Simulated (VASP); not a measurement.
All values below come from PBE GGA, VASP's PBE PAW potentials (set 64) (plane waves; VASP 6.6.1).

VASP ran on this input.

### INCAR
```
SYSTEM = La
PREC = Accurate; ENCUT = 300; LREAL = .False.
LASPH = .True.
EDIFF = 1E-6; NELM = 100; ALGO = Normal
LMAXMIX = 6
ISMEAR = 1; SIGMA = 0.1
GGA = PE
ISIF = 2
LWAVE = .False.; LCHARG = .False.
```

**KPOINTS**
```
Automatic mesh
0
gamma
  7 7 4
0 0 0
```

POSCAR:
```
La
3.7609530
  1.0000000000   0.0000000000   0.0000000000
 -0.4999998671   0.8660251803   0.0000000000
  0.0000000000   0.0000000000   1.6235938072
La
2
Cartesian
 -0.0061429113   0.5777946798   0.4054438455
  0.5061430442   0.2882305005   1.2181499617
```

POTCAR, in this order: La (PBE.64 set). Program: vasp_std.

What VASP printed:

### OSZICAR
```
       N       E                     dE             d eps       ncg     rms          rms(c)
DAV:   1     0.222259254186E+03    0.22226E+03   -0.60350E+03  2978   0.128E+03
DAV:   2     0.213106752246E+02   -0.20095E+03   -0.19951E+03  4535   0.341E+02
DAV:   3    -0.603094343961E+01   -0.27342E+02   -0.27063E+02  5124   0.140E+02
DAV:   4    -0.936337013859E+01   -0.33324E+01   -0.32882E+01  5932   0.435E+01
DAV:   5    -0.964602299516E+01   -0.28265E+00   -0.27896E+00  4876   0.121E+01    0.321E+00
DAV:   6    -0.966737049787E+01   -0.21348E-01   -0.40683E-01  5932   0.515E+00    0.166E+00
DAV:   7    -0.966083381531E+01    0.65367E-02   -0.38612E-02  5444   0.165E+00    0.464E-01
DAV:   8    -0.966153061687E+01   -0.69680E-03   -0.70705E-03  5588   0.644E-01    0.174E-01
DAV:   9    -0.966195128362E+01   -0.42067E-03   -0.87808E-04  5924   0.232E-01    0.127E-01
DAV:  10    -0.966248952342E+01   -0.53824E-03   -0.12158E-03  5268   0.242E-01    0.686E-02
DAV:  11    -0.966270334786E+01   -0.21382E-03   -0.83609E-04  5468   0.188E-01    0.188E-02
DAV:  12    -0.966272252079E+01   -0.19173E-04   -0.10731E-04  5940   0.686E-02    0.956E-03
DAV:  13    -0.966272264332E+01   -0.12253E-06   -0.40849E-06  5012   0.182E-02
   1 F= -.96627226E+01 E0= -.96595568E+01  d E =-.949755E-02
```

File OUTCAR:
```
------------------------ aborting loop because EDIFF is reached ----------------------------------------
  FORCE on cell =-STRESS in cart. coord.  units (eV):
  Direction    XX          YY          ZZ          XY          YZ          ZX
  --------------------------------------------------------------------------------------
  Total       -0.0708904     -0.0600784      0.3852011      0.0249075     -0.0000766      0.0006319
  in kB       -1.5184347     -1.2868483      8.2508074      0.5335056     -0.0016412      0.0135355
  external PRESSURE =       1.8151748 kB  Pullay stress =       0.0000000 kB
  volume of cell :       74.80
      direct lattice vectors                 reciprocal lattice vectors
     3.760953000  0.000000000  0.000000000     0.265890055  0.153511694  0.000000000
    -1.880476000  3.257080000  0.000000000     0.000000000  0.307023469  0.000000000
     0.000000000  0.000000000  6.106260000     0.000000000  0.000000000  0.163766364
 POSITION                                       TOTAL-FORCE (eV/Angst)
 -----------------------------------------------------------------------------------
     -0.02310      2.17306      1.52486        -0.022007      0.004184      0.001919
      1.90358      1.08402      4.58140         0.022007     -0.004184     -0.001919
 -----------------------------------------------------------------------------------
    total drift:                               -0.000000      0.000000     -0.000000
  FREE ENERGIE OF THE ION-ELECTRON SYSTEM (eV)
  ---------------------------------------------------
  free  energy   TOTEN  =        -9.6627226433 eV

  energy  without entropy=       -9.6532250945  energy(sigma->0) =       -9.65955679
```
(Selected blocks of OUTCAR.)

File OUTCAR:
```
 val. band max:        7.7536460167   @ k =  -0.4286  -0.2857   0.2500

 cond. band min:       7.7614441093   @ k =   0.1429   0.2857   0.5000


 Fermi energy:         7.7553527702

 k-point     1 :       0.0000    0.0000    0.0000
  band No.  band energies     occupation
      1     -25.0784      2.00000
      2     -24.8839      2.00000
      3      -9.4295      2.00000
      4      -8.2746      2.00000
      5      -8.2607      2.00000
      6      -8.0980      2.00000
      7      -8.0821      2.00000
      8      -8.0586      2.00000
      9       4.6098      2.00000
     10       6.0533      2.00000
     11       8.8775     -0.00000
     12       9.1114     -0.00000
     13       9.1318     -0.00000
     14       9.3308     -0.00000
     15       9.4034     -0.00000

 k-point     2 :       0.1429    0.0000    0.0000
  band No.  band energies     occupation
      1     -25.0471      2.00000
      2     -24.8695      2.00000
      3      -9.3456      2.00000
      4      -8.4804      2.00000
      5      -8.3275      2.00000
      6      -8.2973      2.00000
      7      -8.1231      2.00000
      8      -8.0944      2.00000
      9       5.1198      2.00000
     10       6.5083      2.00000
     11       8.1720     -0.00000
     12       8.7823     -0.00000
     13       8.9311     -0.00000
     14       9.1615     -0.00000
     15       9.3171     -0.00000

 k-point     3 :       0.0000    0.1429    0.0000
  band No.  band energies     occupation
      1     -25.0473      2.00000
      2     -24.8692      2.00000
      3      -9.3469      2.00000
      4      -8.4772      2.00000
      5      -8.3308      2.00000
      6      -8.3015      2.00000
      7      -8.1184      2.00000
      8      -8.0927      2.00000
      9       5.1193      2.00000
     10       6.5012      2.00000
     11       8.1847     -0.00000
     12       8.7524     -0.00000
     13       8.9230     -0.00000
     14       9.1765     -0.00000
     15       9.3037     -0.00000
...
```

At this cut-off the stress carries a Pulay error, which pulls relaxed volumes low.

The structure was generated: La was put into an ordered model structure, which need not be its known phase. The cell was not relaxed at this level, atoms are displaced from their ideal sites. The run is one of a series of settings (ISMEAR = 1, SIGMA = 0.1 against the base run), some of them coarse on purpose.
